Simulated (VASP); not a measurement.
Energy against volume of BaHfO₃ (cubic perovskite). All values below come from AM05 GGA, VASP's PBE PAW potentials (set 64) (plane waves; VASP). Run with 520 eV cut-off, 5×5×5 Γ-centred mesh, Gaussian smearing of 0.050 eV, potentials Ba_sv Hf_pv O.

```
V (Å³/atom)  E (eV/atom)
-----------  -----------
13.956          -8.86096
14.388          -8.86874
14.820          -8.86273
15.251          -8.84514
```

**Question.** Fit these four points and predict the energy of the run at 13.525 Å³/atom.

**Answer.** A cubic in V^(−2/3), the third-order Birch-Murnaghan form, passes through the four points with V0 = 14.40 Å³/atom and B0 = 169 GPa, and gives -8.8369 eV/atom there. The run gave -8.8371 eV/atom, -0.2 meV/atom from the fit; all five points give B0 = 168 GPa.

The compound is BaHfO3 in the cubic perovskite structure. It was relaxed first.
